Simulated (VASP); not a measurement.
OSZICAR of a VASP run on Li (bcc):

### OSZICAR
```
       N       E                     dE             d eps       ncg     rms          rms(c)
DAV:   1     0.375022260286E+00    0.37502E+00   -0.75874E+02  1050   0.451E+02
DAV:   2    -0.244810520143E+01   -0.28231E+01   -0.26789E+01  1435   0.669E+01
DAV:   3    -0.263792483938E+01   -0.18982E+00   -0.18980E+00  1395   0.128E+01
DAV:   4    -0.264319075368E+01   -0.52659E-02   -0.52657E-02  1320   0.194E+00
DAV:   5    -0.264328384776E+01   -0.93094E-04   -0.93094E-04  1395   0.181E-01    0.112E-01
DAV:   6    -0.223509814468E+01    0.40819E+00   -0.12048E-01  1390   0.271E+00    0.327E-01
DAV:   7    -0.224078073150E+01   -0.56826E-02   -0.42300E-03  1295   0.879E-01    0.296E-01
DAV:   8    -0.221579466444E+01    0.24986E-01   -0.37332E-02  1085   0.316E+00    0.379E-02
DAV:   9    -0.238337739824E+01   -0.16758E+00   -0.56807E-02  1265   0.317E+00    0.401E-02
DAV:  10    -0.238268620544E+01    0.69119E-03   -0.89642E-04  1145   0.509E-01    0.333E-02
DAV:  11    -0.238074655622E+01    0.19396E-02   -0.12254E-04  1085   0.145E-01    0.410E-02
DAV:  12    -0.237912079150E+01    0.16258E-02   -0.23399E-03  1100   0.590E-01    0.262E-02
DAV:  13    -0.237897086660E+01    0.14992E-03   -0.10136E-04  1150   0.122E-01    0.277E-02
DAV:  14    -0.237893391687E+01    0.36950E-04   -0.32107E-06  1550   0.237E-02    0.244E-02
DAV:  15    -0.237901241366E+01   -0.78497E-04   -0.37910E-05  1065   0.823E-02    0.693E-03
DAV:  16    -0.237896727728E+01    0.45136E-04   -0.10977E-05  1070   0.313E-02    0.424E-03
DAV:  17    -0.237895952796E+01    0.77493E-05   -0.35946E-07  1330   0.927E-03    0.397E-03
DAV:  18    -0.237896716924E+01   -0.76413E-05   -0.16297E-06  1040   0.227E-02    0.166E-03
DAV:  19    -0.237896909093E+01   -0.19217E-05   -0.52033E-07  1095   0.104E-02    0.318E-04
DAV:  20    -0.237896794021E+01    0.11507E-05   -0.76731E-08  1155   0.496E-03    0.217E-04
DAV:  21    -0.237896782934E+01    0.11087E-06   -0.41139E-08  1045   0.262E-03    0.163E-04
DAV:  22    -0.237896766170E+01    0.16763E-06   -0.11883E-08   755   0.199E-03    0.291E-05
DAV:  23    -0.237896753268E+01    0.12902E-06   -0.12528E-09   520   0.669E-04    0.146E-05
DAV:  24    -0.237896762780E+01   -0.95116E-07   -0.36789E-10   520   0.361E-04
   1 F= -.23789676E+01 E0= -.23786689E+01  d E =-.896104E-03
```

**Question.** Which electronic solver shows in the log?

**Answer.** It is blocked Davidson (ALGO = Normal, or the opening steps of other solvers). The INCAR had ALGO = Normal.

**Question.** Can the final energy be trusted as converged?

**Answer.** The calculation finished and met its thresholds. It stopped with EDIFF = 1E-7, NELM = 100 (r2SCAN meta-GGA, plane waves, VASP's PBE PAW potentials (set 64)).

The compound is Li in the bcc structure. This cell was strained or had an atom moved on purpose.
